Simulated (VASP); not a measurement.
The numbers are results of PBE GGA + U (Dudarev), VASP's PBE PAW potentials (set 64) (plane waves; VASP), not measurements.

A VASP calculation is set up with these files.

File POSCAR:
```
FeAl
1
    2.9100000000     0.0000000000     0.0000000000
    0.0000000000     2.9100000000     0.0000000000
    0.0000000000     0.0000000000     2.9100000000
Al Fe
1 1
Direct
  0.5000000000   0.5000000000   0.5000000000
  0.0000000000   0.0000000000   0.0000000000
```

### INCAR
```
SYSTEM = FeAl
PREC = Accurate; ENCUT = 400; LREAL = F
LASPH = T
EDIFF = 1E-6; NELM = 100; ALGO = Normal
LMAXMIX = 4
ISMEAR = 1; SIGMA = 0.1
GGA = PE
LDAUL = -1 2
LDAUU = 0 6.0
LDAUJ = 0 0
LDAU = T; LDAUTYPE = 2; LDAUPRINT = 1
ISIF = 2
LWAVE = F; LCHARG = F; LORBIT = 10
```

**KPOINTS**
```
Automatic mesh
0
Gamma
11 11 11
0 0 0
```

POTCAR, in this order: Al Fe (PBE.64 set). Program: vasp_std.

### Question
Estimate the energy per atom (σ→0), pressure, band gap (on the k-mesh).

### Answer

```json
{
  "energy per atom (σ→0)": "-3342 meV/atom",
  "band gap (on the k-mesh)": "none (metal, semimetal or under 0.01 eV)",
  "pressure": "-5.57 GPa"
}
```

File OSZICAR:
```
...
DAV:  11    -0.668218436091E+01   -0.15814E-01   -0.56990E-02  1292   0.310E+00    0.188E-01
DAV:  12    -0.668342622759E+01   -0.12419E-02   -0.12306E-02  1391   0.104E+00    0.119E-01
DAV:  13    -0.668370130114E+01   -0.27507E-03   -0.21104E-03  1317   0.503E-01    0.387E-02
DAV:  14    -0.668369053998E+01    0.10761E-04   -0.14117E-04  1210   0.189E-01    0.200E-02
DAV:  15    -0.668369488601E+01   -0.43460E-05   -0.80682E-05  1289   0.868E-02    0.611E-03
DAV:  16    -0.668369794267E+01   -0.30567E-05   -0.17374E-05  1168   0.426E-02    0.230E-03
DAV:  17    -0.668369799817E+01   -0.55505E-07   -0.10619E-06   530   0.169E-02
   1 F= -.66836980E+01 E0= -.66837944E+01  d E =0.289273E-03
```

The compound is FeAl in the CsCl type structure. The cell was not relaxed at this level. The run is one of a series of settings (LDAU = .TRUE., LDAUJ = 0 0, LDAUL = -1 2, LDAUTYPE = 2, LDAUU = 0 6.0 against the base run), some of them coarse on purpose. The run is not spin-polarised, so no magnetic state was tried. The electron count is odd and the run is not spin-polarised, which forces a metal.
